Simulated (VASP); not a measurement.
Data:

```yaml
crystal:
  lattice:
    - [0.00000, 2.94670, 2.94670]
    - [2.94670, 0.00000, 2.94670]
    - [2.94670, 2.94670, 0.00000]
  atoms:
    - { symbol: Ca, position: [0.00000, 0.00000, 0.00000] }
    - { symbol: Se, position: [0.50000, 0.50000, 0.50000] }
```

These are vdW-DF-cx, VASP's PBE PAW potentials (set 64) (plane waves; VASP) values and carry that method's errors. Numerical set-up: 520 eV cut-off, Gaussian smearing of 0.050 eV, potentials Ca_sv Se.

### Question
Give the energies of bands 6 to 11 at the high-symmetry points, in eV from the valence-band maximum.

### Answer

| band | Γ | X | U | L | W |
|---|---|---|---|---|---|
| 6 | 0.00 | -2.56 | -2.30 | -3.33 | -2.02 |
| 7 | 0.00 | -0.95 | -2.08 | -1.23 | -2.02 |
| 8 | 0.00 | -0.95 | -1.14 | -1.23 | -1.70 |
| 9 | 3.38 | 1.98 | 3.25 | 4.50 | 4.40 |
| 10 | 3.69 | 5.05 | 5.73 | 5.51 | 4.40 |
| 11 | 3.69 | 5.12 | 5.75 | 5.54 | 5.28 |

The gap is indirect, 1.98 eV, from the valence maximum at Γ to the conduction minimum at X.

Measured: gap 3.85 eV (computed value off by -1.87 eV), as given by Abedi et al., (2022), arXiv:2211.14644.

The compound is CaSe in the rock salt structure. It was relaxed first.
